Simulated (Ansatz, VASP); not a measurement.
# GeSeO: VASP beside Ansatz

Aim: how closely do two programs agree when they are given the same cell, functional and k mesh? The structure shown is the start of the Ansatz relaxation below; VASP solves that cell, so the two are compared at the walk's first step.

Method: plane waves, with VASP 6.6.1 beside it; single point at PBE, in Ansatz 0.2.0.

**1. Set-up**

The cell holds 3 atoms: 1 Ge, 1 O and 1 Se. Its edges and angles: a = 3.102 Å, b = 3.102 Å, c = 32.200 Å, α = 90.0°, β = 90.0°, γ = 120.0°. Vacuum lies along c.

**2. Ansatz: relaxation, PBE**

Ansatz runs on its PAW soft_1 files.

The two programs are compared at the cell with which this relaxation starts, whose forces are those of its first step.

The input, input.yaml:

```yaml
crystal:
  lattice:
    - [3.10162719, 0.0, 0.0]
    - [-1.550813595, 2.6860879396, 0.0]
    - [0.0, 0.0, 32.2]
  atoms:
    - { symbol: Ge, position: [0.0, 0.0, 0.5] }
    - { symbol: O, position: [0.3333333333, 0.6666666667, 0.5391400334] }
    - { symbol: Se, position: [0.6666666667, 0.3333333333, 0.4608599666] }
  periodic: [true, true, false]
kpoints:
  mp_grid: { grid: [9, 9, 1] }
hamiltonian:
  xc: pbe
  pseudopotentials: { kind: paw, azcp: { folder: soft_1 } }
scf:
  occupations: { method: fermi_dirac, width: 0.02 }
relax:
  f_tol: 0.01
  max_steps: 100
  cell: {}
```

Started as:

```
$ ansatz run input.yaml --threads 4 --pin off --max-ram 17510MiB --backend cpu --events-out ev --progress --plain --runs-dir out
```

Numbers of over 12 decimals in the logs are rounded to 6 here.

The program printed:

```text
Engine: ansatz 0.2.0, aarch64-unknown-linux-gnu
Pseudopotentials: kind: paw
Pseudopotential: Ge, paw, valence charge 14, recommended cutoff 420 eV (normal), soft_1/Ge.paw.azcp
Pseudopotential: O, paw, valence charge 6, recommended cutoff 420 eV (normal), soft_1/O.paw.azcp
Pseudopotential: Se, paw, valence charge 16, recommended cutoff 420 eV (normal), soft_1/Se.paw.azcp
Functional definition: PBE
  parameter kappa = 0.804
  parameter beta = 0.066725
  exchange = pbe_x(kappa = kappa, mu = beta*pi^2/3)
  correlation = pbe_c(beta = beta)
Crystal: 3 atoms, lattice volume = 268.266 Å³
Basis set: ecut = 420 eV, 5231 PW (Γ), exchange–correlation on 48×48×432 points (8 copies of the dense FFT grid, shifted against one another)
Bands: 22, of which v1, the nominal top of the filled ones, is band 18 counted from 1 (17 counted from 0)
Symmetry: 6 space group operations
Space group: P3m1 (ITA 156), of the structure as read, at distance tolerance 6.4e-5 Å
k-points: 12 of 81 (time reversal used)
Non-local potential: Ge, projectors of the file, l = 0: 2, l = 1: 2, l = 2: 3, l = 3: 1
Non-local potential: O, projectors of the file, l = 0: 2, l = 1: 2, l = 2: 1
Non-local potential: Se, projectors of the file, l = 0: 2, l = 1: 2, l = 2: 3, l = 3: 1
PAW form: soft (Blöchl's): semilocal exchange-correlation on the pseudo side does not see the compensation charge
PAW one-centre angular grid: Ge, 590 points (default); XC on 64 Gauss nodes
PAW one-centre angular grid: O, 110 points (default); XC on 64 Gauss nodes
PAW one-centre angular grid: Se, 590 points (default); XC on 64 Gauss nodes
Initial density: superposition of atomic densities (neutral atoms: chi_scale 0, normalization atom)
Initial wavefunctions: pseudopotential atomic-orbital guess
Functional: x = pbe(κ = 0.804, μ = 0.219515), c = pbe(β = 0.066725)
SCF iter   1: F=—  HF=-10330.082725 eV  |F-HF|=—  |Δ(HF+E_count)|=         —  Δρ=4.89e-2  dr2=1.23e1  ethr=3.10e-3  ⟨swp⟩=13.2  Hψ=2050  notcnv=0
preconditioner: auto → Resta (q_TF=auto, 1.952 Å⁻¹)  ε∞=1.4  [insulator: Δε(μ)=0.738 eV  Ē_g=19.227 eV  σ=0.020 eV  W_gap=1.00  n_scr=20 (ndim 8)  ℏωp=11.6 eV  f_vac=0.810  D(μ)=0.00/eV (n_scr^D=0)  ε∞_Penn≈1.4  vacuum switching on, ρ_ref=2.7e-2 e/Å³]
SCF iter   2: F=—  HF=-10339.645531 eV  |F-HF|=—  |Δ(HF+E_count)|=    9.56e0  Δρ=1.48e-1  dr2=3.75e2  ethr=3.10e-3  ⟨swp⟩=9.8  Hψ=1072  notcnv=0  defer=5  recentre
preconditioner: auto → LDOS  [insulator: Δε(μ)=0.080 eV  Ē_g=9.597 eV  σ=0.020 eV  W_gap=0.61  n_scr=20 (ndim 8)  ℏωp=8.9 eV  f_vac=0.815  D(μ)=6.08/eV (n_scr^D=20)  ε∞_Penn≈1.9  β→1.0]
SCF iter   3: F=—  HF=-10329.230679 eV  |F-HF|=—  |Δ(HF+E_count)|=    1.04e1  Δρ=3.52e-2  dr2=7.12e0  ethr=3.10e-3  ⟨swp⟩=5.2  Hψ=853  notcnv=0
SCF iter   4: F=—  HF=-10328.481224 eV  |F-HF|=—  |Δ(HF+E_count)|=   7.49e-1  Δρ=1.85e-2  dr2=2.06e0  ethr=3.10e-3  ⟨swp⟩=3.3  Hψ=510  notcnv=0
SCF iter   5: F=—  HF=-10328.226683 eV  |F-HF|=—  |Δ(HF+E_count)|=   2.55e-1  Δρ=3.43e-3  dr2=4.30e-2  ethr=3.10e-3  ⟨swp⟩=4.1  Hψ=535  notcnv=0
SCF iter   6: F=—  HF=-10328.225062 eV  |F-HF|=—  |Δ(HF+E_count)|=   1.62e-3  Δρ=1.45e-3  dr2=2.25e-2  ethr=1.20e-4  ⟨swp⟩=6.2  Hψ=855  notcnv=0
SCF iter   7: F=—  HF=-10328.222218 eV  |F-HF|=—  |Δ(HF+E_count)|=   2.84e-3  Δρ=7.30e-4  dr2=6.03e-3  ethr=6.24e-5  ⟨swp⟩=4.2  Hψ=562  notcnv=0
SCF iter   8: F=—  HF=-10328.221799 eV  |F-HF|=—  |Δ(HF+E_count)|=   4.19e-4  Δρ=3.37e-4  dr2=2.70e-3  ethr=1.68e-5  ⟨swp⟩=4.3  Hψ=425  notcnv=0
SCF iter   9: F=—  HF=-10328.221593 eV  |F-HF|=—  |Δ(HF+E_count)|=   2.06e-4  Δρ=1.84e-4  dr2=1.11e-3  ethr=7.49e-6  ⟨swp⟩=2.6  Hψ=362  notcnv=0
SCF iter  10: F=—  HF=-10328.221535 eV  |F-HF|=—  |Δ(HF+E_count)|=   5.84e-5  Δρ=1.29e-4  dr2=1.68e-4  ethr=3.09e-6  ⟨swp⟩=4.5  Hψ=464  notcnv=0
SCF iter  11: F=—  HF=-10328.221512 eV  |F-HF|=—  |Δ(HF+E_count)|=   2.31e-5  Δρ=3.25e-5  dr2=3.16e-6  ethr=4.66e-7  ⟨swp⟩=3.2  Hψ=479  notcnv=0
SCF iter  12: F=—  HF=-10328.221577 eV  |F-HF|=—  |Δ(HF+E_count)|=   6.55e-5  Δρ=6.28e-6  dr2=9.45e-8  ethr=2.78e-10  ⟨swp⟩=6.8  Hψ=1782  notcnv=0
SCF iter  13: F=-10328.221577 eV  HF=-10328.221577 eV  |F-HF|=3.62e-8  |Δ(HF+E_count)|=   3.96e-8  Δρ=2.59e-6  dr2=4.84e-8  ethr=2.62e-10  ⟨swp⟩=4.1  Hψ=1309  notcnv=0
SCF 1 converged in 13 iterations: F = -10328.221577 eV  dr2 = 4.84e-8
  greatest PAW one-centre occupation: 1.000 electrons in one spin orbital (limit 2), on the Se atom at site 2 (counted from 0), in its partial waves of l = 2
relax step   1: F+E_penalty+E_count = -10328.22157745 eV  Δ(F+E_penalty+E_count) = +0.000e0 eV  max|allowed force component| = 9.925e0 eV/Å  Δτ_max = 0.0000 Å  P = +19.644 N/m  Ω = 268.266 Å³  fix = [c, alpha, beta]  reactions: c +0.000 N/m  (13 SCF iters, dr2 threshold 1.00e-7 eV, accepted)
[...]
relax step   8: F+E_penalty+E_count = -10330.24823286 eV  Δ(F+E_penalty+E_count) = -1.015e-2 eV  max|allowed force component| = 2.523e-3 eV/Å  Δτ_max = 0.0000 Å  P = +0.184 N/m  Ω = 294.566 Å³  fix = [c, alpha, beta]  reactions: c +0.000 N/m  stress off target by 1.84e-1 N/m on what of the cell is left free  SCF on the basis re-selected at this cell (its energy is not comparable with the rows above)  (8 SCF iters)
[...]
relax step   9: F+E_penalty+E_count = -10330.24825158 eV  Δ(F+E_penalty+E_count) = -1.872e-5 eV  max|allowed force component| = 7.715e-3 eV/Å  Δτ_max = 0.0019 Å  P = +0.064 N/m  Ω = 295.189 Å³  energy of the carried Pulay correction = -1.192e-4 eV  fix = [c, alpha, beta]  reactions: c +0.000 N/m  (5 SCF iters, dr2 threshold 5.41e-8 eV, accepted)
[...]
relax step  10: F+E_penalty+E_count = -10330.24822307 eV  Δ(F+E_penalty+E_count) = +2.851e-5 eV  max|allowed force component| = 1.513e-3 eV/Å  Δτ_max = 0.0002 Å  P = +0.001 N/m  Ω = 295.422 Å³  energy of the carried Pulay correction = -1.642e-4 eV  fix = [c, alpha, beta]  reactions: c +0.000 N/m  (6 SCF iters, dr2 threshold 6.46e-9 eV, accepted)
[...]
relax step  11: F+E_penalty+E_count = -10330.24834658 eV  Δ(F+E_penalty+E_count) = -1.235e-4 eV  max|allowed force component| = 1.474e-3 eV/Å  Δτ_max = 0.0000 Å  P = +0.002 N/m  Ω = 295.422 Å³  fix = [c, alpha, beta]  reactions: c +0.000 N/m  stress off target by 2.24e-3 N/m on what of the cell is left free  SCF on the basis re-selected at this cell (its energy is not comparable with the rows above)  (6 SCF iters)
basis re-selected at this cell: Δ(F+E_penalty+E_count) = -1.235e-4 eV, ΔP = +0.001 N/m vs the last step (what re-selecting the basis moved, of the pressure what is left beyond the Pulay correction that the steps carried, after the strain that the cell walked since its last selection, with what the two solves' SCF thresholds leave and, on support functions, any second-order correction that the steps lacked; it is no m [...]
SCF converged after 6 iterations
Free energy (F): -10330.248347 eV
Harris-Foulkes:  -10330.248347 eV  (|F-HF|=7.69e-9)
Internal energy: -10330.246988 eV  (E = F + TS)
E sigma→0 (E₀):  -10330.247667 eV
Entropy (-TS):   -0.001359 eV (-0.453 meV/atom)
Fermi energy:    -5.309530 eV
--- Per-component energies (eV) ---
  E_band       = -1041.813833
  E_kinetic    = 369.775677
  E_local      = -91233.963244  (includes V_loc(G=0)·N_el)
  E_nonlocal   = -81.639303
  E_hartree    = 45338.479234
  E_xc         = -227.034804
  E_vxc        = -245.272240  (∫ρ·V_xc dr)
  E_paw        = -4308.665776  (= ΣΔE_a)
  E_vpaw       = -527.674139  (= ΣTr[D̂ρ^β])
  E_aug_tail   = 0.000360  (compensation charges beyond the density's cutoff)
  E_ewald      = 39812.800866
  E_smearing   = -0.001359  (= −TS)
  E_closure    = 0.000000  (closes the sum)
  Σ components = -10330.248347   (vs F -10330.248347, Δ=0.00e0)
--- Forces (eV/Å), atoms counted from 1 ---
  atom   1  Ge    -0.00000000    -0.00000000    -0.00112051
  atom   2  O      0.00000000    -0.00000000     0.00147383
  atom   3  Se     0.00000000     0.00000000    -0.00035351
  max |Σ_I F_I| component: 1.93e-7 eV/Å
--- 2D stress c σ (N/m, compression-positive) ---
        0.002242      -0.000000      -0.000000
       -0.000000       0.002242      -0.000000
       -0.000000      -0.000000       0.000000
  P = ½ c Tr σ = 0.0022 N/m
--- Relaxed structure (9 steps of the walk, 9 accepted, 2 SCFs on fresh bases) ---
  F+E_penalty+E_count = -10330.24834658 eV   max|allowed force component| = 1.474e-3 eV/Å   (the final SCF, on the basis selected at the relaxed cell)
  cell:  # Å, volume = 295.4221 Å³
    - [3.254830, 0, 0]
    - [-1.627415, 2.818765, 0]
    - [0, 0, 32.2]
  atoms:
    - { symbol: Ge, position: [0, 0, 0.508172] }
    - { symbol: O, position: [0.333333, 0.666667, 0.535853] }
    - { symbol: Se, position: [0.666667, 0.333333, 0.455974] }
```

The column dr2 measures how far the density is from self-consistency, as an energy; F and HF (Harris–Foulkes) agree once it is small.

**3. VASP: single point, PBE, start cell**

The same cell, functional, mesh and smearing now go to VASP, with its own data sets.

Lines of VASP's logs that name or quote its potential files are left out, and so is its time.

The input, INCAR:

```
SYSTEM = GeSeO
PREC = Accurate
ENCUT = 520
EDIFF = 1E-06
NELM = 120
ISMEAR = -1
SIGMA = 0.02
LREAL = .FALSE.
ALGO = Normal
GGA = PE
NBANDS = 19
LORBIT = 11
LWAVE = .FALSE.
LCHARG = .FALSE.
ISIF = 2
LDIPOL = .TRUE.
IDIPOL = 3
DIPOL = 0.5 0.5 0.5
LVHAR = .TRUE.
LASPH = .TRUE.
GGA_COMPAT = .FALSE.
NELMDL = -8
```

The input, POSCAR:

```
GeSeO
1.0
    3.1016270000      0.0000000000      0.0000000000
   -1.5508140000      2.6860880000      0.0000000000
    0.0000000000      0.0000000000     32.2000000000
Ge O Se
1 1 1
Direct
    0.0000000000      0.0000000000      0.5000000000
    0.3333333788      0.6666665426      0.5391400311
    0.6666669437      0.3333334574      0.4608599689
```

The input, KPOINTS:

```
Automatic mesh
0
Gamma
9 9 1
0 0 0
```

Potentials, in the order of the species: Ge_d, O and Se (PBE family, release 64).

Started as:

```
$ mpirun -np 1 vasp_std
```

The program printed:

```text
[banner, memory and clock lines left out]
running    1 mpi-ranks, on    1 nodes
 distrk:  each k-point on    1 cores,    1 groups
 distr:  one band on    1 cores,    1 groups

 POSCAR found type information on POSCAR GeO Se
 POSCAR found :  3 types and       3 ions
 LDA part: xc-table for (Slater+PW92), standard interpolation
 POSCAR, INCAR and KPOINTS ok, starting setup
 FFT: planning ... GRIDC
 FFT: planning ... GRID_SOFT
 FFT: planning ... GRID
 WAVECAR not read
 entering main loop
       N       E                     dE             d eps       ncg     rms          rms(c)
DAV:   1     0.232237989639E+03    0.23224E+03   -0.11606E+04   491   0.132E+03
DAV:   2     0.204143745461E+02   -0.21182E+03   -0.20025E+03   628   0.277E+02
DAV:   3    -0.129977703914E+02   -0.33412E+02   -0.33035E+02   620   0.130E+02
DAV:   4    -0.141180565640E+02   -0.11203E+01   -0.11192E+01   663   0.304E+01
DAV:   5    -0.141536551753E+02   -0.35599E-01   -0.35596E-01   708   0.492E+00
DAV:   6    -0.141539917710E+02   -0.33660E-03   -0.33658E-03   676   0.418E-01
DAV:   7    -0.141540130735E+02   -0.21303E-04   -0.21303E-04   703   0.958E-02
DAV:   8    -0.141540134454E+02   -0.37188E-06   -0.37154E-06   644   0.114E-02    0.104E+01
DAV:   9    -0.126425908181E+02    0.15114E+01   -0.24066E+01   615   0.341E+01    0.700E+00
DAV:  10    -0.122187403775E+02    0.42385E+00   -0.48311E+00   575   0.109E+01    0.350E+00
DAV:  11    -0.121670499008E+02    0.51690E-01   -0.10091E+00   577   0.624E+00    0.827E-01
DAV:  12    -0.121613534921E+02    0.56964E-02   -0.70127E-02   604   0.220E+00    0.420E-01
DAV:  13    -0.121598694173E+02    0.14841E-02   -0.14203E-02   630   0.115E+00    0.179E-01
DAV:  14    -0.121606618455E+02   -0.79243E-03   -0.32265E-03   588   0.345E-01    0.559E-02
[...]
DAV:  18    -0.121614609083E+02   -0.22519E-03   -0.90897E-05   524   0.615E-02    0.156E-02
DAV:  19    -0.121615344050E+02   -0.73497E-04   -0.17191E-05   529   0.316E-02    0.487E-03
DAV:  20    -0.121615722454E+02   -0.37840E-04   -0.22464E-06   488   0.958E-03    0.378E-03
DAV:  21    -0.121616110226E+02   -0.38777E-04   -0.21085E-06   455   0.820E-03    0.105E-03
DAV:  22    -0.121616232594E+02   -0.12237E-04   -0.30603E-07   491   0.326E-03    0.735E-04
DAV:  23    -0.121616286674E+02   -0.54081E-05   -0.11683E-07   477   0.177E-03    0.502E-04
DAV:  24    -0.121616298788E+02   -0.12113E-05   -0.27618E-08   491   0.143E-03    0.101E-04
DAV:  25    -0.121616304239E+02   -0.54508E-06   -0.52614E-09   446   0.627E-04
   1 F= -.12161630E+02 E0= -.12161630E+02  d E =-.659408E-12
```

OUTCAR, selected parts (step 3):

```text
ion  position               nearest neighbor table
   1  0.000  0.000  0.500-   3 2.19   2 2.19   2 2.19   3 2.19   2 2.19   3 2.19
   2  0.333  0.667  0.539-   1 2.19   1 2.19   1 2.19
   3  0.667  0.333  0.461-   1 2.19   1 2.19   1 2.19

  LATTYP: Found a hexagonal cell.
 ALAT       =     3.1016270000
 C/A-ratio  =    10.3816480834

 Subroutine GETGRP returns: Found  6 space group operations
 (whereof  6 operations were pure point group operations)

The static configuration has the point symmetry C_3v.

 Found     12 irreducible k-points:

   k-points           NKPTS =     12   k-points in BZ     NKDIM =     12   number of bands    NBANDS=     19

   dimension x,y,z NGX =    24 NGY =   24 NGZ =  240
   dimension x,y,z NGXF=    48 NGYF=   48 NGZF=  480

   ENCUT  =  520.0 eV  38.22 Ry    6.18 a.u.   5.77  5.77 59.87*2*pi/ulx,y,z

   NELECT =      26.0000    total number of electrons

 k-points in reciprocal lattice and weights: Automatic mesh
   0.00000000  0.00000000  0.00000000       0.012
   0.11111111  0.00000000  0.00000000       0.074
   0.22222222  0.00000000  0.00000000       0.074
   0.33333333  0.00000000  0.00000000       0.074
   0.44444444  0.00000000  0.00000000       0.074
   0.11111111  0.11111111  0.00000000       0.074
   0.22222222  0.11111111  0.00000000       0.148
   0.33333333  0.11111111  0.00000000       0.148
   0.44444444  0.11111111  0.00000000       0.074
   0.22222222  0.22222222  0.00000000       0.074
   0.33333333  0.22222222  0.00000000       0.148
   0.33333333  0.33333333  0.00000000       0.025

 dipolmoment           0.000000      0.000000      0.182511 electrons x Angstroem

 average (electrostatic) potential at core
       1 -84.3908       2 -78.9901       3 -63.3817

 E-fermi :  -4.4410

 k-point     1 :       0.0000    0.0000    0.0000
  band No.  band energies     occupation
    ...
      9      -6.2796      2.00000
     10      -5.7154      2.00000
     11      -5.7154      2.00000
     12      -4.9288      2.00000
     13      -4.9288      2.00000
     14      -2.6439      0.00000
     15      -0.3728      0.00000
     16       0.1960      0.00000
     17       0.4316      0.00000
     18       0.9557      0.00000
    ...

 k-point     2 :       0.1111    0.0000    0.0000
  band No.  band energies     occupation
    ...
      9      -6.9904      2.00000
     10      -6.2279      2.00000
     11      -6.1356      2.00000
     12      -5.8578      2.00000
     13      -5.0243      2.00000
     14      -2.1619      0.00000
     15      -0.1882      0.00000
     16       0.2738      0.00000
     17       0.4888      0.00000
     18       1.2018      0.00000
    ...

 k-point     3 :       0.2222    0.0000    0.0000
  band No.  band energies     occupation
    ...
      9      -9.5515      2.00000
     10      -6.9898      2.00000
     11      -6.9830      2.00000
     12      -6.0055      2.00000
     13      -5.2305      2.00000
     14      -1.8204      0.00000
     15      -0.5962      0.00000
     16       0.5831      0.00000
     17       1.1647      0.00000
     18       1.7997      0.00000
    ...

  Total       10.3501138     10.3501156      4.7481377     -0.0000019      0.0000000     -0.0000000
  in kB       61.8144532     61.8144635     28.3575177     -0.0000115      0.0000000     -0.0000000
  external PRESSURE =      50.6621448 kB  Pullay stress =       0.0000000 kB

  energy-cutoff  :      520.00
  volume of cell :      268.27
      direct lattice vectors                 reciprocal lattice vectors
     3.101627000  0.000000000  0.000000000     0.322411431  0.186144371  0.000000000
    -1.550814000  2.686088000  0.000000000     0.000000000  0.372288622  0.000000000
     0.000000000  0.000000000 32.200000000     0.000000000  0.000000000  0.031055901

 POSITION                                       TOTAL-FORCE (eV/Angst)
 -----------------------------------------------------------------------------------
      0.00000      0.00000     16.10000        -0.000000     -0.000000      9.957977
      0.00000      1.79073     17.36031         0.000000      0.000000     -3.087832
      1.55081      0.89536     14.83969        -0.000000     -0.000000     -6.870145
 -----------------------------------------------------------------------------------
    total drift:                               -0.000570      0.000301     -0.001083

  FREE ENERGIE OF THE ION-ELECTRON SYSTEM (eV)
  ---------------------------------------------------
  free  energy   TOTEN  =       -12.1616304239 eV

  energy  without entropy=      -12.1616304239  energy(sigma->0) =      -12.16163042

 vacuum level on the upper side and lower side of the slab         3.907        -0.057

 total charge
# of ion       s       p       d       tot
------------------------------------------
    1        1.036   1.253  10.294  12.583
    2        1.599   3.228   0.000   4.827
    3        1.487   2.621   0.105   4.214
--------------------------------------------------
tot          4.123   7.101  10.399  21.624

[... 3 further parts left out ...]
```

**4. Comparison**

Known differences besides the potentials themselves: Ansatz cuts the interaction across the vacuum, VASP repeats the sheet with a dipole correction; the data sets hold 36 valence electrons in Ansatz (on its PAW soft_1 files) and 26 in VASP; the cutoff is 420 eV in Ansatz and 520 eV in VASP. Total energies have different zeros and are not compared.

Forces (eV/Å; atoms numbered as in POSCAR):

```
atom        Ansatz x, y, z          VASP x, y, z
 Ge1   0.000, 0.000, 9.925   0.000, 0.000, 9.958
  O2  0.000, 0.000, -3.120  0.000, 0.000, -3.088
 Se3  0.000, 0.000, -6.806  0.000, 0.000, -6.870
```

The forces differ by 26 meV/Å r.m.s., which is 0.6 % of the r.m.s. force of 4.162 eV/Å (both taken over all components). With vacuum in the cell, a pressure given here is an average over mostly empty space and none of the material.

**5. Results**

```
r.m.s. force difference (single point, PBE, start cell) : 0.63 % of the r.m.s. force
```

In words: The r.m.s. force difference is 0.63 % of the r.m.s. force (single point, PBE, start cell), within the 3 % picked in this series as the mark of a large difference. The data sets hold unlike numbers of valence electrons (36 in Ansatz and 26 in VASP), so part of the differences comes from the potentials. Such differences can come from data sets, numerical settings and the points named under the comparisons, not from the functional's error against experiment.

[Lines on the potential files, build, host, timing and source positions are cut from VASP's logs without a mark.]

[Logs are printed without paths, hosts, clocks, repeated set-up lines and the standing remarks that a program may print on its own settings, such as how far it seeks lower states.]

[Hosts, paths, dates, database ids (printed as entryN), source tags and the programs' standing remarks are cut or masked in the printed files.]
